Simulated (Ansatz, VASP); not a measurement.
Given: the input of a run of Ansatz 0.2.0 on NiMoIrPdW.

Contents of input.yaml:

```yaml
crystal:
  lattice:
    - [4.062049717, 0.0, 0.0]
    - [-2.0310248585, 3.5178406543, 0.0]
    - [0.0, 0.0, 5.3057224448]
  atoms:
    - { symbol: Ni, position: [0.0, 0.0, 0.02221], spin: 1.0 }
    - { symbol: Mo, position: [0.66667, 0.33333, 0.45996], spin: 1.0 }
    - { symbol: Pd, position: [0.33333, 0.66667, 0.74601] }
    - { symbol: Ir, position: [0.33333, 0.66667, 0.25641], spin: 0.6 }
    - { symbol: W, position: [0.66667, 0.33333, 0.99985] }
hamiltonian:
  xc: pbe
  pseudopotentials: { kind: paw }
magnetization:
  spin_polarized: true
kpoints:
  mp_grid: { grid: [7, 7, 5] }
scf:
  occupations: { method: fermi_dirac, width: 0.05 }
output:
  forces: true
  stress: true
  eigenvalues: true
```

Potentials or basis: Ansatz PAW.

Command:

```bash
$ ansatz run input.yaml --threads 8 --pin off --max-ram 20480MiB --backend cpu --events-out ev --progress --plain --runs-dir out
```

Q: Translate it to VASP 6.6.1. Potentials there: VASP PAW PBE potentials, release 64 (Ni, Mo_sv, Pd, Ir, W_sv).

A: As run (the cutoff follows the program's own potentials):

Contents of INCAR:

```
PREC = Accurate
ENCUT = 520
EDIFF = 1E-7
ISMEAR = -1
SIGMA = 0.05
LREAL = False
LASPH = True
NELM = 150
ALGO = Normal
ISIF = 2
LWAVE = False
LCHARG = False
ISPIN = 2
MAGMOM = 1 1 0 0.6 0
LORBIT = 11
LMAXMIX = 4
GGA = PE
NBANDS = 40
KPAR = 4
```

Contents of KPOINTS:

```
Automatic mesh
0
Gamma
  7 7 5
```

POSCAR

```
NiMoIrPdW
1.0
    4.0620497170      0.0000000000      0.0000000000
   -2.0310248585      3.5178406543      0.0000000000
    0.0000000000      0.0000000000      5.3057224448
Ni Mo Pd Ir W
1 1 1 1 1
Direct
    0.0000000000      0.0000000000      0.0222100000
    0.6666700000      0.3333300000      0.4599600000
    0.3333300000      0.6666700000      0.7460100000
    0.3333300000      0.6666700000      0.2564100000
    0.6666700000      0.3333300000      0.9998500000
```

Potentials or basis: VASP PAW PBE potentials, release 64 (Ni, Mo_sv, Pd, Ir, W_sv).

Run with:

```bash
$ cat potpaw_PBE.64/Ni/POTCAR potpaw_PBE.64/Mo_sv/POTCAR potpaw_PBE.64/Pd/POTCAR potpaw_PBE.64/Ir/POTCAR potpaw_PBE.64/W_sv/POTCAR > POTCAR
$ mpirun -np 4 vasp_std > vasp.out
```

Both were run:

|  | VASP | Ansatz | Ansatz less VASP |
| --- | --- | --- | --- |
| gap on the k mesh at the Fermi level (eV) | none | none | - |
| pressure (GPa) | 16.5 | 16.1 | -0.38 |
| largest component of the traceless stress (GPa) | 0.37 | 0.38 | +0.008 |
| rms of the force components (eV/Å) | 0.354 | 0.330 | -0.0239 |
| net moment per atom (μB) | 0.00 | 0.00 | 0.000 |

Atom by atom the forces differ by 0.025 eV/Å (rms over components). A gap of «none» marks a metal or a gap that the smearing closes. The two sets of potentials don't hold the same shells in valence.

Caveats: forces of over 1 eV/Å show positions far from the minimum, so gaps and moduli don't describe the material at rest (VASP); the starting moments weren't kept (Ansatz). The runs have no spin-orbit coupling, so splittings on Ir, W are missing.
